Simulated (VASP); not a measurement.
A run of VASP 6.6.1 is set up as follows.

Contents of INCAR:

```
ALGO     = Fast           # electronic algorithm
EDIFF    = 1E-4           # SCF threshold, eV
EDIFFG   = -0.08          # ionic threshold
ENCUT    = 520            # plane-wave cutoff, eV
GGA      = PE             # functional
IBRION   = 2              # ionic algorithm
ISIF     = 3              # what is computed and relaxed
ISMEAR   = 0              # smearing method
LASPH    = True           # aspherical terms in the spheres
LCHARG   = False          # write CHGCAR
LREAL    = False          # projectors in reciprocal space
LWAVE    = False          # write WAVECAR
NELM     = 60             # most SCF steps
NSW      = 24             # ionic steps
PREC     = Normal         # precision mode
SIGMA    = 0.15           # smearing width, eV
```

File KPOINTS:

```
k-points
0
Gamma
  5 5 2
```

The input POSCAR:

```
SrZr2O3
1.0
    3.3500000000      0.0000000000      0.0000000000
   -1.6750000000      2.9011851000      0.0000000000
    0.0000000000      0.0000000000      8.9500000000
Sr Zr O
1 2 3
Direct
    0.0000000000      0.0000000000      0.0000000000
    0.6666666700      0.3333333300      0.6550000000
    0.3333333300      0.6666666700      0.3450000000
    0.0000000000      0.0000000000      0.5000000000
    0.3333333300      0.6666666700      0.8350000000
    0.6666666700      0.3333333300      0.1650000000
```

Potentials or basis: VASP PAW PBE potentials, release 64 (Sr_sv, Zr_sv, O).

Launch:

```console
$ cat potpaw_PBE.64/Sr_sv/POTCAR potpaw_PBE.64/Zr_sv/POTCAR potpaw_PBE.64/O/POTCAR > POTCAR
$ mpirun -np 1 vasp_std > vasp.out
```

Task: What does it give for the band gap on the k mesh?

Result: None (metal or under the smearing width).

Task: What does it give for the space group after relaxing (to 0.05 Å)?

Result: P-3m1 (No. 164).

Task: What does it give for the relaxed volume?

Result: 13.39 Å³/atom.

Task: What does it give for the relaxed cell?

Result: a = 3.308 Å, b = 3.308 Å, c = 8.475 Å, α = 90.00°, β = 90.00°, γ = 120.00°.

The path:
```tsv
step	energy change (eV)	largest force (eV/Å)	pressure (GPa)	volume (Å³)
1	0.0000	1.8751	-8.53	86.98
2	-0.4391	1.3979	5.97	77.63
3	-0.4416	1.4389	5.07	78.13
4	-0.6321	0.6952	1.79	79.29
5	-0.6375	0.8195	1.42	79.48
6	-0.7025	0.3829	-1.47	81.02
7	-0.7114	0.3008	-2.87	81.87
8	-0.7342	0.3300	0.60	80.34
9	-0.7355	0.2906	0.07	80.59
10	-0.7447	0.1244	0.36	80.42
11	-0.7464	0.0404	0.55	80.32
```

Caveat: the k mesh is coarse (spacing up to 0.43 Å⁻¹), so the values aren't converged; the relaxation stopped at a loose force limit of 0.08 eV/Å, so its end isn't a converged minimum.
